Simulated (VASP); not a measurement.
Here is the system:

```
Ca
1.0
    0.00000     2.75552     2.75552
    2.75552     0.00000     2.75552
    2.75552     2.75552     0.00000
Ca
1
Direct
  0.00000   0.00000   0.00000
```

Level of theory: PBE GGA with D4 dispersion, VASP's PBE PAW potentials (set 64) (plane waves; VASP). Numerical set-up: 520 eV cut-off, Gaussian smearing of 0.050 eV, potentials Ca_sv.

**Question.** Predict the band gap (along the path) with the smallest direct gap where there is one.

**Answer.** 
The band gap (along the path) is none (metal, semimetal or under 0.01 eV).

The compound is Ca in the fcc structure. It was relaxed first.
